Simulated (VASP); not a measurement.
Calculation: rev-vdW-DF2, VASP's PBE PAW potentials (set 64) (plane waves; VASP 6.6.1).

VASP input:

**POSCAR**
```
CeO2
5.3844560
  0.0000000000   0.4999999647   0.4999999647
  0.4999999647   0.0000000000   0.4999999647
  0.4999999647   0.4999999647   0.0000000000
Ce O
1 2
Direct
  0.0000000000   0.0000000000   0.0000000000
  0.2500000000   0.2500000000   0.2500000000
  0.7500000000   0.7500000000   0.7500000000
```

### KPOINTS
```
K-points
0
gamma
 7 7 7
0 0 0
```

INCAR:
```
! general
SYSTEM   = CeO2
PREC     = Accurate
ENCUT    = 520   ! plane-wave cut-off (eV)
LREAL    = F
LASPH    = T

! electronic loop
EDIFF    = 1E-7   ! SCF stop (eV)
NELM     = 100   ! most electronic steps
ALGO     = Normal
LMAXMIX  = 6

! smearing
ISMEAR   = 0   ! Gaussian
SIGMA    = 0.05   ! width (eV)

! functional
GGA      = MK
LUSE_VDW = T
AGGAC    = 0.0
PARAM1   = 0.1234568
PARAM2   = 0.7114
ZAB_VDW  = -1.8867

! ions
ISIF     = 2   ! forces and stress, cell fixed

! output
LWAVE    = F
LCHARG   = F
```

POTCAR, in this order: Ce O (PBE.64 set). Program: vasp_std.

The run wrote:

**OSZICAR**
```
       N       E                     dE             d eps       ncg     rms          rms(c)
DAV:   1     0.235679710825E+03    0.23568E+03   -0.11777E+04   648   0.199E+03
DAV:   2     0.112289840234E+02   -0.22445E+03   -0.21513E+03   952   0.312E+02
DAV:   3    -0.251967356567E+02   -0.36426E+02   -0.29391E+02   808   0.148E+02
DAV:   4    -0.268178098542E+02   -0.16211E+01   -0.16209E+01  1040   0.336E+01
DAV:   5    -0.268878023636E+02   -0.69993E-01   -0.69990E-01  1056   0.634E+00    0.325E+01
DAV:   6    -0.243334006035E+02    0.25544E+01   -0.90254E+01   952   0.603E+01    0.240E+01
DAV:   7    -0.232331401704E+02    0.11003E+01   -0.16895E+02   960   0.129E+02    0.227E+01
DAV:   8    -0.224495765042E+02    0.78356E+00   -0.32309E+00   744   0.200E+01    0.145E+01
DAV:   9    -0.213090606007E+02    0.11405E+01   -0.68817E+00   960   0.220E+01    0.161E+00
DAV:  10    -0.212917197565E+02    0.17341E-01   -0.24369E-01  1120   0.405E+00    0.111E+00
DAV:  11    -0.212828062563E+02    0.89135E-02   -0.31701E-02   944   0.172E+00    0.118E+00
DAV:  12    -0.212712854128E+02    0.11521E-01   -0.85211E-02   664   0.189E+00    0.786E-01
DAV:  13    -0.212700060517E+02    0.12794E-02   -0.67702E-02  1096   0.266E+00    0.575E-01
DAV:  14    -0.212688950389E+02    0.11110E-02   -0.69766E-03   848   0.848E-01    0.254E-01
DAV:  15    -0.212687797634E+02    0.11528E-03   -0.15527E-03  1008   0.339E-01    0.465E-02
DAV:  16    -0.212688072069E+02   -0.27443E-04   -0.37446E-04   936   0.160E-01    0.889E-02
DAV:  17    -0.212687772835E+02    0.29923E-04   -0.14029E-04  1000   0.109E-01    0.229E-02
DAV:  18    -0.212687741354E+02    0.31481E-05   -0.20361E-05  1080   0.414E-02    0.579E-03
DAV:  19    -0.212687738022E+02    0.33315E-06   -0.16008E-06   880   0.127E-02    0.917E-04
DAV:  20    -0.212687737941E+02    0.81088E-08   -0.55503E-08   496   0.218E-03
   1 F= -.21268774E+02 E0= -.21268774E+02  d E =-.778431E-19
```

File OUTCAR:
```
------------------------ aborting loop because EDIFF is reached ----------------------------------------
  FORCE on cell =-STRESS in cart. coord.  units (eV):
  Direction    XX          YY          ZZ          XY          YZ          ZX
  --------------------------------------------------------------------------------------
  Total        1.4518103      1.4518103      1.4518103     -0.0000000      0.0000000      0.0000000
  in kB       59.6012044     59.6012044     59.6012044     -0.0000000      0.0000000      0.0000000
  external PRESSURE =      59.6012044 kB  Pullay stress =       0.0000000 kB
  volume of cell :       39.03
      direct lattice vectors                 reciprocal lattice vectors
     0.000000000  2.692227810  2.692227810    -0.185719796  0.185719796  0.185719796
     2.692227810  0.000000000  2.692227810     0.185719796 -0.185719796  0.185719796
     2.692227810  2.692227810  0.000000000     0.185719796  0.185719796 -0.185719796
 POSITION                                       TOTAL-FORCE (eV/Angst)
 -----------------------------------------------------------------------------------
      0.00000      0.00000      0.00000        -0.000000     -0.000000      0.000000
      1.34611      1.34611      1.34611         0.000000      0.000000      0.000000
      4.03834      4.03834      4.03834         0.000000     -0.000000     -0.000000
 -----------------------------------------------------------------------------------
    total drift:                                0.000000      0.000000      0.000000
  FREE ENERGIE OF THE ION-ELECTRON SYSTEM (eV)
  ---------------------------------------------------
  free  energy   TOTEN  =       -21.2687737941 eV

  energy  without entropy=      -21.2687737941  energy(sigma->0) =      -21.26877379
```
(Selected blocks of OUTCAR.)

**OUTCAR**
```
 val. band max:        5.3612355930   @ k =  -0.2857   0.2857   0.0000

 cond. band min:       7.3476042073   @ k =  -0.4286   0.1429   0.0000


 Fermi energy:         5.6656968844

 k-point     1 :       0.0000    0.0000    0.0000
  band No.  band energies     occupation
      1     -27.0148      2.00000
      2     -10.9160      2.00000
      3      -9.9517      2.00000
      4      -9.1163      2.00000
      5      -9.1163      2.00000
      6      -9.1163      2.00000
      7       1.4100      2.00000
      8       1.4100      2.00000
      9       1.4100      2.00000
     10       4.6985      2.00000
     11       4.6985      2.00000
     12       4.6985      2.00000
     13       7.6711      0.00000
     14       7.6711      0.00000
     15       7.6711      0.00000
     16       7.9260      0.00000

 k-point     2 :       0.1429    0.0000    0.0000
  band No.  band energies     occupation
      1     -26.9731      2.00000
      2     -11.5781      2.00000
      3     -10.1194      2.00000
      4      -9.1673      2.00000
      5      -9.1673      2.00000
      6      -8.4249      2.00000
      7       1.5988      2.00000
      8       1.5988      2.00000
      9       1.9302      2.00000
     10       4.5217      2.00000
     11       4.6285      2.00000
     12       4.6285      2.00000
     13       7.6502      0.00000
     14       7.6502      0.00000
     15       7.6730      0.00000
     16       7.9515      0.00000

 k-point     3 :       0.2857    0.0000    0.0000
  band No.  band energies     occupation
      1     -26.8780      2.00000
      2     -12.4941      2.00000
      3     -10.4905      2.00000
      4      -9.2778      2.00000
      5      -9.2778      2.00000
      6      -7.3862      2.00000
      7       1.9954      2.00000
      8       1.9954      2.00000
      9       3.0481      2.00000
     10       4.2669      2.00000
     11       4.5279      2.00000
     12       4.5279      2.00000
     13       7.5839      0.00000
...
```

The compound is CeO2 in the fluorite structure. This cell is one point of a volume scan, at 0.97 of the reference volume. The run is not spin-polarised, so no magnetic state was tried.
